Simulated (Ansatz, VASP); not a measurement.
## Be3N2 (Be3N2 (P6_3/mmc)): VASP beside Ansatz

Aim: how closely do two programs agree when they are given the same cell, functional and k mesh? The cell is taken from a series of runs on this material, whose earlier steps may have relaxed, scaled, displaced or heated it; both programs get it as it stands.

Program: Ansatz 0.2.0. Level of theory: plane waves, with VASP 6.6.1 beside it; relaxation of cell and atoms at PBEsol. Results are calculated unless marked as measured.

## (1) The structure

The structure is hexagonal, space group P6_3/mmc (No. 194). Conventional cell: a = 2.842 Å, b = 2.842 Å, c = 9.747 Å, α = 90.00°, β = 90.00°, γ = 120.00°. Be has 4 N at 1.67 to 1.81 Å nearest. Nearest to Be lie 3 N at 1.64 Å. N has 6 Be at 1.81 Å nearest. N has 5 Be at 1.64 to 1.67 Å nearest. Farther neighbours and most contacts between anions are not listed.

Coordinates:

```xyz
10
Lattice="2.8417 0.0000 0.0000 -1.4208 2.4610 0.0000 0.0000 0.0000 9.7468" Properties=species:S:1:pos:R:3 pbc="T T T"
Be    0.0000    1.6406    0.7650
Be    1.4208    0.8203    5.6384
Be    1.4208    0.8203    8.9819
Be    0.0000    1.6406    4.1084
Be    0.0000    0.0000    2.4367
Be    0.0000    0.0000    7.3101
N     0.0000    0.0000    0.0000
N     0.0000    0.0000    4.8734
N     0.0000    1.6406    2.4367
N     1.4208    0.8203    7.3101
```

## (2) VASP: relaxation of cell and atoms, PBEsol

The relaxed volume is the usual yardstick between codes: in a stiff, nearly cubic crystal its relative difference is about their pressure difference at one cell divided by the bulk modulus.

Lines of VASP's logs that name or quote its potential files are left out, and so is its time.

File INCAR:

```
SYSTEM = Be3N2
PREC = Accurate
ENCUT = 600
EDIFF = 1E-07
NELM = 120
ISMEAR = 0
SIGMA = 0.01
LREAL = .FALSE.
ALGO = Normal
GGA = PS
NBANDS = 26
LORBIT = 11
LWAVE = .FALSE.
LCHARG = .FALSE.
ISIF = 3
IBRION = 2
NSW = 80
EDIFFG = -0.005
LASPH = .TRUE.
GGA_COMPAT = .FALSE.
NELMIN = 4
EFERMI = MIDGAP
KPAR = 2
```

File POSCAR:

```
Be3N2
1.0
    2.8416790000      0.0000000000      0.0000000000
   -1.4208400000      2.4609660000      0.0000000000
    0.0000000000      0.0000000000      9.7468410000
Be N
6 4
Direct
    0.3333333333      0.6666666667      0.0784859680
    0.6666666667      0.3333333333      0.5784859680
    0.6666666667      0.3333333333      0.9215140320
    0.3333333333      0.6666666667      0.4215140320
    0.0000000000      0.0000000000      0.2500000000
    0.0000000000      0.0000000000      0.7500000000
    0.0000000000      0.0000000000      0.0000000000
    0.0000000000      0.0000000000      0.5000000000
    0.3333333333      0.6666666667      0.2500000000
    0.6666666667      0.3333333333      0.7500000000
```

File KPOINTS:

```
Automatic mesh
0
Gamma
11 11 3
0 0 0
```

Potentials, in the order of the species: Be and N (PBE family, release 64).

Command:

```console
mpirun -np 2 vasp_std
```

Numbers of over 12 decimals in the logs are rounded to 6 here.

The log of the run:

```text
[banner, memory and clock lines left out]
running    2 mpi-ranks, on    1 nodes
 distrk:  each k-point on    1 cores,    2 groups
 distr:  one band on    1 cores,    1 groups

 POSCAR found type information on POSCAR BeN
 POSCAR found :  2 types and      10 ions
|                                                                             |
|               ----> ADVICE to this user running VASP <----                  |
|                                                                             |
|     You enforced a specific xc type in the INCAR file but a different       |
|     [... a line on the potential file left out ...]
|     I HOPE YOU KNOW WHAT YOU ARE DOING!                                     |
|                                                                             |

 LDA part: xc-table for (Slater+PW92), standard interpolation
 POSCAR, INCAR and KPOINTS ok, starting setup
 FFT: planning ... GRIDC
 FFT: planning ... GRID_SOFT
 FFT: planning ... GRID
 WAVECAR not read
 entering main loop
       N       E                     dE             d eps       ncg     rms          rms(c)
DAV:   1     0.119288222282E+03    0.11929E+03   -0.16701E+04  1664   0.129E+03
DAV:   2    -0.653692852711E+02   -0.18466E+03   -0.17031E+03  2280   0.293E+02
DAV:   3    -0.753707773406E+02   -0.10001E+02   -0.99186E+01  2296   0.649E+01
DAV:   4    -0.755233518145E+02   -0.15257E+00   -0.15231E+00  2240   0.928E+00
DAV:   5    -0.755263825038E+02   -0.30307E-02   -0.30286E-02  2280   0.107E+00    0.134E+01
DAV:   6    -0.697894427922E+02    0.57369E+01   -0.17230E+01  2118   0.237E+01    0.490E+00
DAV:   7    -0.696889268250E+02    0.10052E+00   -0.12311E+00  2270   0.684E+00    0.369E+00
DAV:   8    -0.696263608840E+02    0.62566E-01   -0.21646E-01  2188   0.320E+00    0.719E-01
DAV:   9    -0.696138978293E+02    0.12463E-01   -0.33534E-02  2216   0.136E+00    0.342E-01
DAV:  10    -0.696140123985E+02   -0.11457E-03   -0.73015E-03  2118   0.530E-01    0.145E-01
DAV:  11    -0.696141120263E+02   -0.99628E-04   -0.20731E-04  2342   0.137E-01    0.343E-02
DAV:  12    -0.696141037917E+02    0.82346E-05   -0.79705E-05  2406   0.838E-02    0.862E-03
DAV:  13    -0.696141062720E+02   -0.24802E-05   -0.28474E-05  2212   0.332E-02    0.659E-03
DAV:  14    -0.696141061909E+02    0.81096E-07   -0.13042E-06  2150   0.995E-03    0.460E-03
DAV:  15    -0.696141060846E+02    0.10629E-06   -0.35547E-07  1846   0.341E-03    0.236E-03
DAV:  16    -0.696141060191E+02    0.65449E-07   -0.18553E-07  1508   0.278E-03
   1 F= -.69614106E+02 E0= -.69614106E+02  d E =-.696141E+02
[...]
2 F= -.69615535E+02 E0= -.69615535E+02  d E =-.142891E-02
[...]
3 F= -.69615580E+02 E0= -.69615580E+02  d E =-.147431E-02
 curvature:  -0.42 expect dE=-0.576E-04 dE for cont linesearch -0.166E-08
 trial: gam= 0.04053 g(F)=  0.183E-05 g(S)=  0.134E-03 ort =-0.368E-05 (trialstep = 0.970E+00)
 search vector abs. value=  0.141E-03
 bond charge predicted
       N       E                     dE             d eps       ncg     rms          rms(c)
DAV:   1    -0.696157325977E+02   -0.15220E-03   -0.44382E-03  1954   0.416E-01    0.478E-02
DAV:   2    -0.696156784544E+02    0.54143E-04   -0.72001E-05  2276   0.638E-02    0.269E-02
DAV:   3    -0.696156548870E+02    0.23567E-04   -0.49314E-05  2212   0.413E-02    0.471E-03
DAV:   4    -0.696156545834E+02    0.30356E-06   -0.38778E-06  2088   0.157E-02    0.261E-03
DAV:   5    -0.696156544878E+02    0.95634E-07   -0.43749E-07  2078   0.428E-03
   4 F= -.69615654E+02 E0= -.69615654E+02  d E =-.741610E-04
 trial-energy change:   -0.000074  1 .order   -0.000074   -0.000132   -0.000017
 step:   1.1120(harm=  1.1120)  dis= 0.00028  next Energy=   -69.615656 (dE=-0.756E-04)
 reached required accuracy - stopping structural energy minimisation
```

Parts of OUTCAR (step 2):

```text
ion  position               nearest neighbor table
   1  0.333  0.667  0.078-   9 1.67   7 1.81   7 1.81   7 1.81   3 2.24   3 2.24   3 2.24   5 2.34
                             5 2.34   5 2.34
   2  0.667  0.333  0.578-  10 1.67   8 1.81   8 1.81   8 1.81   4 2.24   4 2.24   4 2.24   6 2.34
                             6 2.34   6 2.34
   3  0.667  0.333  0.922-  10 1.67   7 1.81   7 1.81   7 1.81   1 2.24   1 2.24   1 2.24   6 2.34
                             6 2.34   6 2.34
   4  0.333  0.667  0.422-   9 1.67   8 1.81   8 1.81   8 1.81   2 2.24   2 2.24   2 2.24   5 2.34
                             5 2.34   5 2.34
   5  0.000  0.000  0.250-   9 1.64   9 1.64   9 1.64   4 2.34   1 2.34   4 2.34   1 2.34   1 2.34
                             4 2.34
   6  0.000  0.000  0.750-  10 1.64  10 1.64  10 1.64   3 2.34   2 2.34   3 2.34   2 2.34   2 2.34
                             3 2.34
   7  0.000  0.000  0.000-   3 1.81   1 1.81   3 1.81   1 1.81   1 1.81   3 1.81
   8  0.000  0.000  0.500-   2 1.81   4 1.81   2 1.81   4 1.81   2 1.81   4 1.81
   9  0.333  0.667  0.250-   5 1.64   5 1.64   5 1.64   1 1.67   4 1.67
  10  0.667  0.333  0.750-   6 1.64   6 1.64   6 1.64   2 1.67   3 1.67

  LATTYP: Found a hexagonal cell.
 ALAT       =     2.8416790000
 C/A-ratio  =     3.4299584858

 Subroutine GETGRP returns: Found 24 space group operations
 (whereof 12 operations were pure point group operations)

The static configuration has the point symmetry D_3d.
 The point group associated with its full space group is D_6h.

 Found     32 irreducible k-points:

   k-points           NKPTS =     32   k-points in BZ     NKDIM =     32   number of bands    NBANDS=     26

   dimension x,y,z NGX =    24 NGY =   24 NGZ =   80
   dimension x,y,z NGXF=    48 NGYF=   48 NGZF=  160

   ENCUT  =  600.0 eV  44.10 Ry    6.64 a.u.   5.68  5.68 19.47*2*pi/ulx,y,z

   NELECT =      32.0000    total number of electrons

 k-points in reciprocal lattice and weights: Automatic mesh
   0.00000000  0.00000000  0.00000000       0.003
   0.09090909  0.00000000  0.00000000       0.017
   0.18181818  0.00000000  0.00000000       0.017
   0.27272727 -0.00000000  0.00000000       0.017
   0.36363636  0.00000000  0.00000000       0.017
   0.45454545 -0.00000000  0.00000000       0.017
   0.09090909  0.09090909  0.00000000       0.017
   0.18181818  0.09090909  0.00000000       0.033
   0.27272727  0.09090909  0.00000000       0.033
[...]
0.27272727  0.27272727  0.33333333       0.033
   0.36363636  0.27272727  0.33333333       0.033

 average (electrostatic) potential at core
       1 -32.5910       2 -32.5910       3 -32.5910       4 -32.5910       5 -31.5642
       6 -31.5642       7 -61.3579       8 -61.3579       9 -60.3518      10 -60.3518

 E-fermi :   7.5679

 k-point     1 :       0.0000    0.0000    0.0000
  band No.  band energies     occupation
    ...
     12       5.4159      2.00000
     13       5.4159      2.00000
     14       5.5217      2.00000
     15       5.8991      2.00000
     16       5.8991      2.00000
     17      12.0266      0.00000
     18      12.9581      0.00000
     19      13.5751      0.00000
     20      14.2180      0.00000
     21      14.2180      0.00000
    ...

 k-point     2 :       0.0909    0.0000    0.0000
  band No.  band energies     occupation
    ...
     12       5.1091      2.00000
     13       5.2490      2.00000
     14       5.4173      2.00000
     15       5.4630      2.00000
     16       5.7865      2.00000
     17      12.3387      0.00000
     18      13.1919      0.00000
     19      13.8849      0.00000
     20      14.1376      0.00000
     21      14.4690      0.00000
    ...

 k-point     3 :       0.1818    0.0000    0.0000
  band No.  band energies     occupation
    ...
     12       4.3079      2.00000
     13       4.7067      2.00000
     14       4.8218      2.00000
     15       5.2787      2.00000
     16       5.4705      2.00000
     17      12.7504      0.00000
     18      12.8762      0.00000
     19      13.4629      0.00000
     20      13.8667      0.00000
     21      15.0310      0.00000
    ...

  Total        0.0106855      0.0106855     -0.0177247     -0.0000000      0.0000000      0.0000000
  in kB        0.2524283      0.2524282     -0.4187188     -0.0000001      0.0000000      0.0000000
  external PRESSURE =       0.0287126 kB  Pullay stress =       0.0000000 kB

  energy-cutoff  :      600.00
  volume of cell :       67.82
      direct lattice vectors                 reciprocal lattice vectors
     2.839002790  0.000000001 -0.000000000     0.352236357  0.203363844  0.000000000
    -1.419501894  2.458648334  0.000000000    -0.000000000  0.406727545  0.000000000
    -0.000000000 -0.000000000  9.716399825     0.000000000 -0.000000000  0.102918778

 POSITION                                       TOTAL-FORCE (eV/Angst)
 -----------------------------------------------------------------------------------
     -0.00000      1.63910      0.76026        -0.000000      0.000000      0.001438
      1.41950      0.81955      5.61846         0.000000     -0.000000      0.001438
      1.41950      0.81955      8.95614         0.000000      0.000000     -0.001438
     -0.00000      1.63910      4.09794        -0.000000      0.000000     -0.001438
     -1.41950      2.45865      2.42910         0.000000     -0.000000     -0.000000
      2.83900      0.00000      7.28730        -0.000000      0.000000     -0.000000
      1.41950      2.45865      9.71640        -0.000000      0.000000     -0.000000
      1.41950      2.45865      4.85820        -0.000000      0.000000     -0.000000
     -0.00000      1.63910      2.42910         0.000000      0.000000     -0.000000
      1.41950      0.81955      7.28730        -0.000000      0.000000     -0.000000
 -----------------------------------------------------------------------------------
    total drift:                               -0.000000      0.000000     -0.000000

  FREE ENERGIE OF THE ION-ELECTRON SYSTEM (eV)
  ---------------------------------------------------
  free  energy   TOTEN  =       -69.6156544878 eV

  energy  without entropy=      -69.6156544878  energy(sigma->0) =      -69.61565449

 reached required accuracy - stopping structural energy minimisation

 total charge
# of ion       s       p       d       tot
------------------------------------------
    1        0.419   0.806   0.000   1.225
    2        0.419   0.806   0.000   1.225
    3        0.419   0.806   0.000   1.225
    4        0.419   0.806   0.000   1.225
    5        0.494   0.904   0.000   1.398
    6        0.494   0.904   0.000   1.398
    7        1.197   2.599   0.000   3.796
    8        1.197   2.599   0.000   3.796
    9        1.208   2.723   0.000   3.931
   10        1.208   2.723   0.000   3.931
--------------------------------------------------
tot          7.474  15.674   0.000  23.148

[... 3 further parts left out ...]
```

CONTCAR:

```
Be3N2
   1.00000000000000
     2.8390027897571160    0.0000000005447559   -0.0000000000000000
    -1.4195018939359003    2.4586483342468091    0.0000000000000000
    -0.0000000000000000   -0.0000000000000000    9.7163998249418242
  Be              N
     6     4
Direct
     0.3333333332999970    0.6666666667000030    0.0782454240861706
     0.6666666667000030    0.3333333332999970    0.5782454240861705
     0.6666666667000030    0.3333333332999970    0.9217545759138295
     0.3333333332999970    0.6666666667000030    0.4217545759138294
     0.0000000000000000    1.0000000000000000    0.2500000000000000
     1.0000000000000000    0.0000000000000000    0.7500000000000000
     1.0000000000000000    1.0000000000000000    1.0000000000000000
     1.0000000000000000    1.0000000000000000    0.5000000000000000
     0.3333333332999970    0.6666666667000030    0.2500000000000000
     0.6666666667000030    0.3333333332999970    0.7500000000000000
```

[end of part 1 of 2]

[Lines on the potential files, build, host, timing and source positions are cut from VASP's logs without a mark.]

[Logs are printed without paths, hosts, clocks, repeated set-up lines and the standing remarks that a program may print on its own settings, such as how far it seeks lower states.]

[Hosts, paths, dates, database ids (printed as entryN), source tags and the programs' standing remarks are cut or masked in the printed files.]
